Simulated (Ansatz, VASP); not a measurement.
## W2NCl2 (W2NCl2 MXene monolayer): VASP beside Ansatz

One calculation is typed for both programs; each brings its own data sets. How far apart do they land? The cell is taken from a series of runs on this material, whose earlier steps may have relaxed, scaled, displaced or heated it; both programs get it as it stands.

Calculated with Ansatz 0.2.0; plane waves, with VASP 6.6.1 beside it; single point at PBE with D3(BJ).

## Step 1: The starting structure

The cell holds 5 atoms: 2 Cl, 2 W and 1 N. Cell: a = 2.923 Å, b = 2.923 Å, c = 24.600 Å, α = 90.0°, β = 90.0°, γ = 120.0°. Vacuum lies along c.

## Step 2: VASP: single point, PBE with D3(BJ)

With cell and atoms fixed, the geometry can't cause a difference; cores, projectors, grids and the points listed under the comparison can.

Lines of VASP's logs that name or quote its potential files are left out, and so is its time.

Input file INCAR:

```
SYSTEM = W2NCl2
PREC = Accurate
ENCUT = 520
EDIFF = 1E-06
NELM = 120
ISMEAR = -1
SIGMA = 0.02585
LREAL = .FALSE.
ALGO = Normal
GGA = PE
IVDW = 12
NBANDS = 21
LASPH = .TRUE.
LORBIT = 11
LWAVE = .FALSE.
LCHARG = .FALSE.
ISIF = 2
LDIPOL = .TRUE.
IDIPOL = 3
DIPOL = 0.5 0.5 0.5
LVHAR = .TRUE.
GGA_COMPAT = .FALSE.
NELMDL = -8
KPAR = 2
```

Input file POSCAR:

```
W2NCl2
1.0
    2.9227377821      0.0000000000      0.0000000000
   -1.4613688910      2.5311651679      0.0000000000
    0.0000000000      0.0000000000     24.5998627130
Cl W N
2 2 1
Direct
    0.3333333333      0.6666666667      0.3658557003
    0.6666666667      0.3333333333      0.6341442997
    0.6666666667      0.3333333333      0.4418537541
    0.3333333333      0.6666666667      0.5581462459
    0.0000000000      0.0000000000      0.5000000000
```

Input file KPOINTS:

```
Automatic mesh
0
Gamma
18 18 1
0 0 0
```

PAW data sets: Cl, W and N (PBE family, release 64).

Command:

```
mpirun -np 2 vasp_std
```

Numbers of over 12 decimals in the logs are rounded to 6 here.

Log:

```text
[banner, memory and clock lines left out]
running    2 mpi-ranks, on    1 nodes
 distrk:  each k-point on    1 cores,    2 groups
 distr:  one band on    1 cores,    1 groups

 POSCAR found type information on POSCAR ClW N
 POSCAR found :  3 types and       5 ions
 LDA part: xc-table for (Slater+PW92), standard interpolation
 POSCAR, INCAR and KPOINTS ok, starting setup
 FFT: planning ... GRIDC
 FFT: planning ... GRID_SOFT
 FFT: planning ... GRID
 WAVECAR not read
 entering main loop
       N       E                     dE             d eps       ncg     rms          rms(c)
DAV:   1     0.256277903864E+03    0.25628E+03   -0.12347E+04  1554   0.118E+03
DAV:   2    -0.107520495317E+02   -0.26703E+03   -0.25621E+03  2379   0.275E+02
DAV:   3    -0.407555596305E+02   -0.30004E+02   -0.29093E+02  2002   0.996E+01
DAV:   4    -0.419077768481E+02   -0.11522E+01   -0.11218E+01  2330   0.207E+01
DAV:   5    -0.419379243604E+02   -0.30148E-01   -0.30052E-01  2095   0.296E+00
DAV:   6    -0.419390904332E+02   -0.11661E-02   -0.11653E-02  2402   0.545E-01
DAV:   7    -0.419391314364E+02   -0.41003E-04   -0.40999E-04  2061   0.831E-02
DAV:   8    -0.419391339127E+02   -0.24763E-05   -0.24762E-05  2146   0.182E-02    0.369E+01
DAV:   9    -0.382656137044E+02    0.36735E+01   -0.22983E+01  2292   0.267E+01    0.153E+01
DAV:  10    -0.380053653426E+02    0.26025E+00   -0.24286E+00  2071   0.116E+01    0.795E+00
DAV:  11    -0.379542748916E+02    0.51090E-01   -0.45504E-01  1953   0.480E+00    0.812E-01
DAV:  12    -0.379473901750E+02    0.68847E-02   -0.13641E-01  2109   0.213E+00    0.653E-01
DAV:  13    -0.379462635062E+02    0.11267E-02   -0.86775E-03  2087   0.714E-01    0.378E-01
DAV:  14    -0.379449054307E+02    0.13581E-02   -0.54088E-03  1948   0.435E-01    0.183E-01
[...]
DAV:  20    -0.379450552676E+02   -0.57256E-04   -0.86659E-05  2209   0.544E-02    0.164E-02
DAV:  21    -0.379450712077E+02   -0.15940E-04   -0.10805E-05  2141   0.224E-02    0.809E-03
DAV:  22    -0.379450858959E+02   -0.14688E-04   -0.65765E-06  2030   0.138E-02    0.197E-03
DAV:  23    -0.379451049834E+02   -0.19087E-04   -0.79226E-07  1269   0.526E-03    0.166E-03
DAV:  24    -0.379451096349E+02   -0.46515E-05   -0.21419E-07  1142   0.296E-03    0.146E-03
DAV:  25    -0.379451109876E+02   -0.13527E-05   -0.82665E-08   952   0.239E-03    0.652E-04
DAV:  26    -0.379451129793E+02   -0.19918E-05   -0.13060E-07  1053   0.127E-03    0.807E-04
DAV:  27    -0.379451131653E+02   -0.18599E-06   -0.37814E-08   927   0.980E-04
   1 F= -.39675979E+02 E0= -.39673281E+02  d E =-.539618E-02
```

OUTCAR, selected parts (step 2):

```text
ion  position               nearest neighbor table
   1  0.333  0.667  0.366-   3 2.52   3 2.52   3 2.52
   2  0.667  0.333  0.634-   4 2.52   4 2.52   4 2.52
   3  0.667  0.333  0.442-   5 2.21   5 2.21   5 2.21   1 2.52   1 2.52   1 2.52   4 3.32   4 3.32
                             4 3.32
   4  0.333  0.667  0.558-   5 2.21   5 2.21   5 2.21   2 2.52   2 2.52   2 2.52   3 3.32   3 3.32
                             3 3.32
   5  0.000  0.000  0.500-   3 2.21   4 2.21   4 2.21   3 2.21   3 2.21   4 2.21

  LATTYP: Found a hexagonal cell.
 ALAT       =     2.9227377821
 C/A-ratio  =     8.4167190309

 Subroutine GETGRP returns: Found 12 space group operations
 (whereof 12 operations were pure point group operations)

The static configuration has the point symmetry D_3d.

 Found     37 irreducible k-points:

   k-points           NKPTS =     37   k-points in BZ     NKDIM =     37   number of bands    NBANDS=     21

   dimension x,y,z NGX =    24 NGY =   24 NGZ =  192
   dimension x,y,z NGXF=    48 NGYF=   48 NGZF=  384

   ENCUT  =  520.0 eV  38.22 Ry    6.18 a.u.   5.43  5.43 45.74*2*pi/ulx,y,z

   NELECT =      31.0000    total number of electrons

 k-points in reciprocal lattice and weights: Automatic mesh
   0.00000000  0.00000000  0.00000000       0.003
   0.05555556  0.00000000  0.00000000       0.019
   0.11111111  0.00000000  0.00000000       0.019
   0.16666667  0.00000000  0.00000000       0.019
   0.22222222  0.00000000  0.00000000       0.019
   0.27777778  0.00000000  0.00000000       0.019
   0.33333333  0.00000000  0.00000000       0.019
   0.38888889  0.00000000  0.00000000       0.019
   0.44444444  0.00000000  0.00000000       0.019
[...]
0.33333333  0.27777778  0.00000000       0.037
   0.33333333  0.33333333  0.00000000       0.006

 dipolmoment           0.000000      0.000000     -0.000000 electrons x Angstroem

 average (electrostatic) potential at core
       1 -96.8640       2 -96.8640       3 -46.0254       4 -46.0254       5 -69.5344

 E-fermi :   0.8048

 k-point     1 :       0.0000    0.0000    0.0000
  band No.  band energies     occupation
    ...
     14      -0.3424      2.00000
     15      -0.3424      2.00000
     16      -0.2783      2.00000
     17       0.7246      1.91402
     18       0.7246      1.91402
     19       1.5700      0.00000
     20       1.5700      0.00000
     21       3.2167      0.00000

 k-point     2 :       0.0556    0.0000    0.0000
  band No.  band energies     occupation
    ...
     14      -0.5147      2.00000
     15      -0.2719      2.00000
     16      -0.1446      2.00000
     17       0.6750      1.98686
     18       0.8024      1.04601
     19       1.6097      0.00000
     20       1.6116      0.00000
     21       3.3099      0.00000

 k-point     3 :       0.1111    0.0000    0.0000
  band No.  band energies     occupation
    ...
     13      -2.0022      2.00000
     14      -0.9142      2.00000
     15      -0.0768      2.00000
     16      -0.0042      2.00000
     17       0.5029      1.99998
     18       0.9946      0.00129
     19       1.7232      0.00000
     20       1.8522      0.00000
     21       3.3210      0.00000

 Edisp (eV)   -1.73087

  Total      -0.42736    -0.42736    -0.45123    -0.00000    -0.00000     0.00000
  in kB      -3.76241    -3.76241    -3.97254    -0.00000    -0.00000     0.00000
  external pressure =       -3.83 kB  Pullay stress =        0.00 kB

  energy-cutoff  :      520.00
  volume of cell :      181.99
      direct lattice vectors                 reciprocal lattice vectors
     2.922737782  0.000000000  0.000000000     0.342144959  0.197537484  0.000000000
    -1.461368891  2.531165168  0.000000000     0.000000000  0.395074969  0.000000000
     0.000000000  0.000000000 24.599862713     0.000000000  0.000000000  0.040650633

 POSITION                                       TOTAL-FORCE (eV/Angst)
 -----------------------------------------------------------------------------------
     -0.00000      1.68744      9.00000         0.000000     -0.000000      0.084521
      1.46137      0.84372     15.59986        -0.000000      0.000000     -0.084521
      1.46137      0.84372     10.86954         0.000000      0.000000     -0.058677
     -0.00000      1.68744     13.73032         0.000000     -0.000000      0.058677
      0.00000      0.00000     12.29993         0.000000      0.000000     -0.000000
 -----------------------------------------------------------------------------------
    total drift:                                0.000000     -0.000000      0.000000

  FREE ENERGIE OF THE ION-ELECTRON SYSTEM (eV)
  ---------------------------------------------------
  free  energy   TOTEN  =       -39.6759787633 eV

  energy  without entropy=      -39.6705825854  energy(sigma->0) =      -39.67328067

 vacuum level on the upper side and lower side of the slab         4.702         4.702

 total charge
# of ion       s       p       d       tot
------------------------------------------
    1        1.617   3.514   0.000   5.131
    2        1.617   3.514   0.000   5.131
    3        0.501   0.584   4.229   5.314
    4        0.501   0.584   4.229   5.314
    5        1.217   2.499   0.000   3.716
--------------------------------------------------
tot          5.452  10.696   8.458  24.606

[... 3 further parts left out ...]
```

This run has no spin polarisation, so a moment on W, if there is one, isn't seen. Its electron count is odd, so without a moment it is a metal by construction. The data set W keeps the semicore shell frozen, which is cheaper and a little less accurate.

## Step 3: Ansatz: single point, PBE with D3(BJ)

Ansatz runs on its default PAW (the set named soft_2) files.

The same cell, functional, mesh and smearing now go to Ansatz, which takes its cutoff from its data sets.

Input file input.yaml:

```yaml
crystal:
  lattice:
    - [2.9227377821, 0.0, 0.0]
    - [-1.461368891, 2.5311651679, 0.0]
    - [0.0, 0.0, 24.599862713]
  atoms:
    - { symbol: Cl, position: [0.3333333333, 0.6666666667, 0.3658557003] }
    - { symbol: W, position: [0.6666666667, 0.3333333333, 0.4418537541] }
    - { symbol: "N", position: [0.0, 0.0, 0.5] }
    - { symbol: W, position: [0.3333333333, 0.6666666667, 0.5581462459] }
    - { symbol: Cl, position: [0.6666666667, 0.3333333333, 0.6341442997] }
kpoints:
  mp_grid: { grid: [18, 18, 1] }
  band_path:
    path: [[0, 0, 0], [0.5, 0, 0], [0.33333333, 0.33333333, 0], [0, 0, 0]]
    npoints: 16
hamiltonian:
  xc: pbe
  dispersion: d3bj
scf:
  occupations: { method: fermi_dirac, width: 0.02585 }
  convergence: { dr2_threshold: 1.0e-10 }
efield:
  axis: 3
  dipole_correction: true
  ramp_position: 0.97
  ramp_width: 0.06
  amplitude: 0
output:
  dos: { projected: true, e_range: [-6, 5] }
  write_potential: true
  write_density: true
  volumetric_format: npy
  elf: true
```

Command:

```
ansatz run input.yaml --threads 2 --pin off --max-ram 3072MiB --backend cpu --events-out ev --progress --plain --runs-dir out
```

Log:

```text
Engine: ansatz 0.2.0, x86_64-unknown-linux-gnu
Pseudopotentials: kind: paw
Pseudopotential: Cl, paw, valence charge 7, recommended cutoff 420 eV (normal), Cl.paw.azcp
Pseudopotential: W, paw, valence charge 14, recommended cutoff 420 eV (normal), W.paw.azcp
Pseudopotential: N, paw, valence charge 5, recommended cutoff 420 eV (normal), N.paw.azcp
Functional definition: PBE
  parameter kappa = 0.804
  parameter beta = 0.066725
  exchange = pbe_x(kappa = kappa, mu = beta*pi^2/3)
  correlation = pbe_c(beta = beta)
Crystal: 5 atoms, lattice volume = 181.988 Å³
Basis set: ecut = 420 eV, 3527 PW (Γ)
Bands: 29, of which v1, the nominal top of the filled ones, is band 24 counted from 1 (23 counted from 0)
Symmetry: 6 space group operations
k-points: 37 of 324 (time reversal used)
Non-local potential: Cl, projectors of the file, l = 0: 2, l = 1: 2, l = 2: 2
Non-local potential: W, projectors of the file, l = 0: 3, l = 1: 2, l = 2: 2, l = 3: 1
Non-local potential: N, projectors of the file, l = 0: 2, l = 1: 2, l = 2: 1
PAW form: soft (Blöchl's): semilocal exchange-correlation on the pseudo side does not see the compensation charge
PAW one-centre angular grid: Cl, 110 points (default); XC on 64 Gauss nodes
PAW one-centre angular grid: W, 590 points (default); XC on 64 Gauss nodes
PAW one-centre angular grid: N, 110 points (default); XC on 64 Gauss nodes
Initial density: superposition of atomic densities (neutral atoms: chi_scale 0, normalization atom), corrected by the library's trained network
Initial wavefunctions: pseudopotential atomic-orbital guess
Functional: x = pbe(κ = 0.804, μ = 0.219515), c = pbe(β = 0.066725)
SCF iter   1: F=—  HF=-23314.295780 eV  |F-HF|=—  |Δ(HF+E_count)|=         —  Δρ=7.30e-3  dr2=1.97e-1  ethr=1.77e-3  p=0.000 e·Å  D=1.51e-13 V/Å  ΔV_dip=-0.00 eV  dr2_dipole=9.09e-8  V_vac-E_F(+/−)=4.60/4.60 eV  ⟨swp⟩=9.6  Hψ=6136  notcnv=0
efield: sawtooth ramp at fractional position 0.9700 (set: `efield.ramp_position`, or a place that a band, a saddle search or an elastic batch's reference lends), width 0.0600; the density the first Hamiltonian is built on has a dipole p = 0.000 e·Å; the dipole correction subtracts the counter field D = 1.51e-13 V/Å, which shifts the + side's vacuum level by -0.00 eV against the − side's; the planar-averaged density in the ramp window peaks in size at 1.7e-5 e/Å³
preconditioner: auto → LDOS  [metal: Δε(μ)=0.063 eV  Ē_g=9.232 eV  σ=0.026 eV  W_gap=0.48  n_scr=16 (ndim 8)  ℏωp=15.3 eV  f_vac=0.600  D(μ)=2.25/eV (n_scr^D=10)  β→1.0]
SCF iter   2: F=—  HF=-23314.289812 eV  |F-HF|=—  |Δ(HF+E_count)|=   5.97e-3  Δρ=6.57e-3  dr2=1.38e-1  ethr=4.19e-4  p=-0.000 e·Å  D=-3.39e-5 V/Å  ΔV_dip=0.00 eV  dr2_dipole=1.96e-7  V_vac-E_F(+/−)=3.69/3.69 eV  ⟨swp⟩=2.8  Hψ=2102  notcnv=0  defer=30
SCF iter   3: F=—  HF=-23314.268923 eV  |F-HF|=—  |Δ(HF+E_count)|=   2.09e-2  Δρ=1.11e-3  dr2=2.63e-3  ethr=2.94e-4  p=-0.000 e·Å  D=-8.59e-6 V/Å  ΔV_dip=0.00 eV  dr2_dipole=1.48e-8  V_vac-E_F(+/−)=3.95/3.95 eV  ⟨swp⟩=2.0  Hψ=1715  notcnv=0  defer=30
SCF iter   4: F=—  HF=-23314.268414 eV  |F-HF|=—  |Δ(HF+E_count)|=   5.09e-4  Δρ=1.84e-4  dr2=4.21e-5  ethr=5.59e-6  p=-0.000 e·Å  D=-4.96e-7 V/Å  ΔV_dip=0.00 eV  dr2_dipole=3.72e-11  V_vac-E_F(+/−)=3.91/3.91 eV  ⟨swp⟩=3.0  Hψ=2169  notcnv=0  defer=30
SCF iter   5: F=—  HF=-23314.268434 eV  |F-HF|=—  |Δ(HF+E_count)|=   1.98e-5  Δρ=4.35e-5  dr2=3.33e-6  ethr=8.96e-8  p=0.000 e·Å  D=1.22e-7 V/Å  ΔV_dip=-0.00 eV  dr2_dipole=2.38e-11  V_vac-E_F(+/−)=3.91/3.91 eV  ⟨swp⟩=2.7  Hψ=2064  notcnv=0  defer=30
SCF iter   6: F=—  HF=-23314.268486 eV  |F-HF|=—  |Δ(HF+E_count)|=   5.19e-5  Δρ=1.51e-5  dr2=5.51e-7  ethr=7.08e-9  p=0.000 e·Å  D=1.78e-7 V/Å  ΔV_dip=-0.00 eV  dr2_dipole=7.16e-12  V_vac-E_F(+/−)=3.90/3.90 eV  ⟨swp⟩=2.7  Hψ=1941  notcnv=0  defer=30
SCF iter   7: F=—  HF=-23314.268486 eV  |F-HF|=—  |Δ(HF+E_count)|=   3.63e-7  Δρ=4.80e-6  dr2=2.74e-8  ethr=1.17e-9  p=-0.000 e·Å  D=-5.18e-8 V/Å  ΔV_dip=0.00 eV  dr2_dipole=3.43e-15  V_vac-E_F(+/−)=3.90/3.90 eV  ⟨swp⟩=2.2  Hψ=1561  notcnv=0  defer=30
SCF iter   8: F=—  HF=-23314.268487 eV  |F-HF|=—  |Δ(HF+E_count)|=   6.94e-8  Δρ=1.09e-6  dr2=1.39e-9  ethr=5.83e-11  p=0.000 e·Å  D=1.14e-8 V/Å  ΔV_dip=-0.00 eV  dr2_dipole=1.80e-13  V_vac-E_F(+/−)=3.90/3.90 eV  ⟨swp⟩=3.0  Hψ=2215  notcnv=0  defer=30
SCF iter   9: F=-23314.268487 eV  HF=-23314.268487 eV  |F-HF|=1.13e-10  |Δ(HF+E_count)|=   3.64e-9  Δρ=2.07e-7  dr2=4.81e-11  ethr=1.00e-12  p=-0.000 e·Å  D=-3.66e-9 V/Å  ΔV_dip=0.00 eV  dr2_dipole=1.33e-16  V_vac-E_F(+/−)=3.90/3.90 eV  ⟨swp⟩=9.6  Hψ=3945  notcnv=0
SCF 1 converged in 9 iterations: F = -23314.268487 eV  dr2 = 4.81e-11
  greatest PAW one-centre occupation: 0.999 electrons in one spin orbital (limit 2), on the W atom at site 1 (counted from 0), in its partial waves of l = 0
NSCF: frozen V_eff on 49 k-points
efield: sawtooth ramp at fractional position 0.9700 (kept from the solve that this one continues, or follows in the run), width 0.0600; the density the first Hamiltonian is built on has a dipole p = -0.000 e·Å; the dipole correction subtracts the counter field D = -3.66e-9 V/Å, which shifts the + side's vacuum level by +0.00 eV against the − side's; the planar-averaged density in the ramp window peaks in size at 5.6e-7 e/Å³
WARN: The output density's exchange-correlation potential varies sharply where the density is thin. Do not read a vacuum level from v_tot or v_xc, or from such a field of the output density. On a cell that repeats whose density bears no net charge and no dipole along the vacuum's axis use v_es (v_loc + v_h of the components); under efield.dipole_correction with no amplitude use v_es + v_field, which holds any externa [...]
SCF converged after 9 iterations
Free energy (F): -23314.268487 eV
Harris-Foulkes:  -23314.268487 eV  (|F-HF|=1.13e-10)
Internal energy: -23314.263250 eV  (E = F + TS)
E sigma→0 (E₀):  -23314.265868 eV
Entropy (-TS):   -0.005237 eV (-1.047 meV/atom)
Fermi energy:    3.841692 eV
Dipole field:    D = -0.000000 V/Å  (p = -0.000000 e·Å, saw-weighted, corrected)
Work function:   Φ+ = 3.9037 eV   Φ− = 3.9037 eV
Levels:          The Fermi level and band energies are counted from a zero that moves with the ramp; work functions are not
--- Per-component energies (eV) ---
  E_band       = -820.598334
  E_kinetic    = 1361.877234
  E_local      = -55465.411773  (includes V_loc(G=0)·N_el)
  E_nonlocal   = 105.043936
  E_hartree    = 27120.674162
  E_xc         = -809.448372
  E_vxc        = -800.059816  (∫ρ·V_xc dr)
  E_paw        = -18571.078265  (= ΣΔE_a)
  E_vpaw       = -263.396218  (= ΣTr[D̂ρ^β])
  E_aug_tail   = 0.000164  (compensation charges beyond the density's cutoff)
  E_efield     = 0.000000  (sawtooth field / dipole correction)
  E_vefield    = 0.000000  (∫n·V_field dr)
  E_ewald      = 22945.810732
  E_disp       = -1.731068  (pairwise vdW)
  E_smearing   = -0.005237  (= −TS)
  E_closure    = -0.000000  (closes the sum)
  Σ components = -23314.268487   (vs F -23314.268487, Δ=0.00e0)
--- Band table (eV; the first three rows and the last of 37) ---
  k-point 0: bands = [... 20 lower, 1.4176, 2.6978, 2.6978, 2.7339, 3.7701, 3.7701, 4.6280, 4.6280, ... 1 higher]
  k-point 1: bands = [... 20 lower, 1.2906, 2.5148, 2.7676, 2.8779, 3.7173, 3.8476, 4.6683, 4.6683, ... 1 higher]
  k-point 2: bands = [... 20 lower, 1.0143, 2.1113, 2.9627, 3.0231, 3.5386, 4.0395, 4.7835, 4.9059, ... 1 higher]
  k-point 36: bands = [... 20 lower, 2.5215, 3.1351, 3.3967, 3.3967, 5.1936, 5.1936, 6.1660, 6.6815, ... 1 higher]
```

The column dr2 measures how far the density is from self-consistency, as an energy; F and HF (Harris–Foulkes) agree once it is small.

## Step 4: Side by side

Known differences besides the potentials themselves: the data sets hold 47 valence electrons in Ansatz (on its default PAW (the set named soft_2) files) and 31 in VASP; the cutoff is 420 eV in Ansatz and 520 eV in VASP. Total energies have different zeros and are not compared.

The two programs side by side:

```
                                   quantity  Ansatz  VASP  difference
 work function, lower of the two faces (eV)    3.90  3.90       +0.01
work function, higher of the two faces (eV)    3.90  3.90       +0.01
```

With vacuum in the cell, a pressure given here is an average over mostly empty space and none of the material.

## Step 5: Results

| Quantity | Value |
| --- | --- |
| difference in work function, lower of the two faces (single point, PBE with D3(BJ)) | 0.0065 eV |

What this shows: The difference in work function, lower of the two faces is 0.0065 eV (single point, PBE with D3(BJ)). The data sets hold unlike numbers of valence electrons (47 in Ansatz and 31 in VASP), so part of the differences comes from the potentials. How closely two codes agree says nothing of how well the functional describes the real material.

[Lines on the potential files, build, host, timing and source positions are cut from VASP's logs without a mark.]

[Logs are printed without paths, hosts, clocks, repeated set-up lines and the standing remarks that a program may print on its own settings, such as how far it seeks lower states.]

[Hosts, paths, dates, database ids (printed as entryN), source tags and the programs' standing remarks are cut or masked in the printed files.]
